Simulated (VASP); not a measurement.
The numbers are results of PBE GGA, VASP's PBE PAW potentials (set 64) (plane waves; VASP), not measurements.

VASP input:

**POSCAR**
```
YSi
1
    0.0000000000     3.2433826703     3.2433826703
    3.2433826703     0.0000000000     3.2433826703
    3.2433826703     3.2433826703     0.0000000000
Y Si
1 1
Direct
  0.0000000000   0.0000000000   0.0000000000
  0.2500000000   0.2500000000   0.2500000000
```

**INCAR**
```
! general
SYSTEM  = YSi
PREC    = Accurate
ENCUT   = 400
LREAL   = .FALSE.
LASPH   = .TRUE.
ICHARG  = 11

! electronic loop
EDIFF   = 1E-7
NELM    = 100
ALGO    = Normal
LMAXMIX = 4

! smearing
ISMEAR  = 0
SIGMA   = 0.05

! functional
GGA     = PE

! output
LWAVE   = .FALSE.
LCHARG  = .FALSE.
LORBIT  = 11
```

File KPOINTS:
```
k-points along high-symmetry lines
15
Line-mode
Reciprocal
  0.000000   0.000000   0.000000 ! GAMMA
 -0.500000  -0.500000   0.000000 ! X

 -0.500000  -0.500000   0.000000 ! X
 -0.375000  -0.375000   0.250000 ! U

 -0.375000  -0.000000   0.375000 ! K
  0.000000   0.000000   0.000000 ! GAMMA

  0.000000   0.000000   0.000000 ! GAMMA
 -0.000000  -0.000000   0.500000 ! L

 -0.000000  -0.000000   0.500000 ! L
 -0.500000  -0.250000   0.250000 ! W

 -0.500000  -0.250000   0.250000 ! W
 -0.500000  -0.500000   0.000000 ! X
```

POTCAR, in this order: Y_sv Si (PBE.64 set). Program: vasp_std. Read from the step before: CHGCAR.

Output

### OUTCAR
```
 ion  position               nearest neighbor table
   1  0.000  0.000  0.000-   2 2.81   2 2.81   2 2.81   2 2.81
   2  0.250  0.250  0.250-   1 2.81   1 2.81   1 2.81   1 2.81
  LATTYP: Found a face centered cubic cell.
 ALAT       =     6.4867653406
 Subroutine PRICEL returns:
 Original cell was already a primitive cell.
 Subroutine GETGRP returns: Found 24 space group operations
The static configuration has the point symmetry T_d .
The dynamic configuration has the point symmetry T_d .
 Subroutine INISYM returns: Found 24 space group operations
   k-points           NKPTS =     90   k-points in BZ     NKDIM =     90   number of bands    NBANDS=     11
   number of dos      NEDOS =    301   number of ions     NIONS =      2
   total plane-waves  NPLWV =  27000
   dimension x,y,z NGX =    30 NGY =   30 NGZ =   30
   dimension x,y,z NGXF=    60 NGYF=   60 NGZF=   60
   ions per type =               1   1
   PREC   = accura    normal or accurate (medium, high low for compatibility)
   ISTART =      0    job   : 0-new  1-cont  2-samecut
   ICHARG =     11    charge: 1-file 2-atom 10-const
   ISPIN  =      1    spin polarized calculation?
   LNONCOLLINEAR =      F non collinear calculations
   LSORBIT =      F    spin-orbit coupling
   INIWAV =      1    electr: 0-lowe 1-rand  2-diag
   ENCUT  =  400.0 eV  29.40 Ry    5.42 a.u.   7.48  7.48  7.48*2*pi/ulx,y,z
   NELM   =    100;   NELMIN=  2; NELMDL= -5     # of ELM steps
   EDIFF  = 0.1E-06   stopping-criterion for ELM
   LREAL  =      F    real-space projection
   NLSPLINE    = F    spline interpolate recip. space projectors
   LMAXMIX     =    4 max onsite mixed and CHGCAR
   VOSKOWN=      0    Vosko Wilk Nusair interpolation
   EDIFFG = 0.1E-05   stopping-criterion for IOM
   NSW    =      0    number of steps for IOM
   NBLOCK =      1;   KBLOCK =      1    inner block; outer block
   IBRION =     -1    ionic relax: 0-MD 1-quasi-New 2-CG
   NFREE  =      0    steps in history (QN), initial steepest desc. (CG)
   ISIF   =      2    stress and relaxation
   ISYM   =      2    0-nonsym 1-usesym 2-fastsym
   TEIN   =    0.0    initial temperature
   TEBEG  =    0.0;   TEEND  =   0.0 temperature during run
   SMASS  =  -3.00    Nose mass-parameter (am)
   PSTRESS=    0.0 pullay stress
   NELECT =      15.0000    total number of electrons
   EFERMI =   0.00;   METHOD = LEGACY
   ISMEAR =     0;   SIGMA  =   0.05  broadening in eV -4-tet -1-fermi 0-gaus
   IALGO  =     38    algorithm
   LDIAG  =      T    sub-space diagonalisation (order eigenvalues)
   IMIX   =      4    mixing-type and parameters
     AMIX     =   0.40;   BMIX     =  1.00
     AMIX_MAG =   1.60;   BMIX_MAG =  1.00
     AMIN     =   0.10
   GGA     = PE    functional components
   VOSKOWN =     0    Vosko Wilk Nusair interpolation
   LHFCALC =     F    Hartree Fock is set to
   LHFONE  =     F    Hartree Fock one center treatment
   AEXX    =    0.0000 exact exchange contribution
   IVDW    =     0    specifies the selected vdW correction
   LEPSILON=     F    determine dielectric tensor
   LRPA    =     F    only Hartree local field effects (RPA)
  energy-cutoff  :      400.00
  volume of cell :       68.24
      direct lattice vectors                 reciprocal lattice vectors
     0.000000000  3.243382670  3.243382670    -0.154160039  0.154160039  0.154160039
     3.243382670  0.000000000  3.243382670     0.154160039 -0.154160039  0.154160039
     3.243382670  3.243382670  0.000000000     0.154160039  0.154160039 -0.154160039
 k-point     1 :   0.0000 0.0000 0.0000  plane waves:    1243
 k-point     2 :  -0.0357-0.0357 0.0000  plane waves:    1243
 k-point     3 :  -0.0714-0.0714 0.0000  plane waves:    1243
 k-point     4 :  -0.1071-0.1071 0.0000  plane waves:    1251
 k-point     5 :  -0.1429-0.1429 0.0000  plane waves:    1251
 k-point     6 :  -0.1786-0.1786 0.0000  plane waves:    1255
 k-point     7 :  -0.2143-0.2143 0.0000  plane waves:    1259
 k-point     8 :  -0.2500-0.2500 0.0000  plane waves:    1243
 k-point     9 :  -0.2857-0.2857 0.0000  plane waves:    1267
 k-point    10 :  -0.3214-0.3214 0.0000  plane waves:    1258
...
```

**OSZICAR**
```
       N       E                     dE             d eps       ncg     rms          rms(c)
DAV:   1     0.311127407147E+02    0.31113E+02   -0.60302E+03  2028   0.950E+02
DAV:   2    -0.826604495597E+01   -0.39379E+02   -0.37652E+02  2392   0.177E+02
DAV:   3    -0.108982688450E+02   -0.26322E+01   -0.24761E+01  3078   0.312E+01
DAV:   4    -0.110187276699E+02   -0.12046E+00   -0.12007E+00  2626   0.728E+00
DAV:   5    -0.110233204106E+02   -0.45927E-02   -0.45915E-02  2912   0.117E+00
DAV:   6    -0.110233780382E+02   -0.57628E-04   -0.57623E-04  2640   0.139E-01
DAV:   7    -0.110233790883E+02   -0.10502E-05   -0.10500E-05  2897   0.177E-02
DAV:   8    -0.110233791052E+02   -0.16854E-07   -0.16713E-07  2243   0.221E-03
   1 F= -.11023379E+02 E0= -.11020448E+02  d E =-.586257E-02
```

**OUTCAR**
```
 val. band max:        1.8335605612   @ k =  -0.3839  -0.3839   0.2321

 cond. band min:       1.8377062848   @ k =  -0.4286  -0.2143   0.2857



 k-point     1 :       0.0000    0.0000    0.0000
  band No.  band energies     occupation
      1     -40.6169      2.00000
      2     -20.5977      2.00000
      3     -20.5977      2.00000
      4     -20.5977      2.00000
      5      -5.4203      2.00000
      6       1.1018      2.00000
      7       1.1018      2.00000
      8       1.1018      2.00000
      9       4.2981      0.00000
     10       4.2981      0.00000
     11       4.9802      0.00000

 k-point     2 :      -0.0357   -0.0357    0.0000
  band No.  band energies     occupation
      1     -40.6169      2.00000
      2     -20.5985      2.00000
      3     -20.5980      2.00000
      4     -20.5980      2.00000
      5      -5.4072      2.00000
      6       1.0687      2.00000
      7       1.1089      2.00000
      8       1.1089      2.00000
      9       4.2658      0.00000
     10       4.3082      0.00000
     11       5.0394      0.00000

 k-point     3 :      -0.0714   -0.0714    0.0000
  band No.  band energies     occupation
      1     -40.6168      2.00000
      2     -20.6007      2.00000
      3     -20.5988      2.00000
      4     -20.5988      2.00000
      5      -5.3683      2.00000
      6       0.9761      2.00000
      7       1.1301      2.00000
      8       1.1301      2.00000
      9       4.1726      0.00000
     10       4.3383      0.00000
     11       5.2101      0.00000

 k-point     4 :      -0.1071   -0.1071    0.0000
  band No.  band energies     occupation
      1     -40.6166      2.00000
      2     -20.6042      2.00000
      3     -20.6000      2.00000
      4     -20.6000      2.00000
      5      -5.3050      2.00000
      6       0.8402      2.00000
      7       1.1653      2.00000
      8       1.1653      2.00000
      9       4.0290      0.00000
     10       4.3876      0.00000
...
```

The density is held fixed in this step, so its total energy and stress have no physical meaning.

The structure was generated: YSi was put into the zinc blende type (F-43m), which need not be its known phase. It was relaxed first, which changed the volume by -19 %. The electron count is odd and the run is not spin-polarised, which forces a metal.
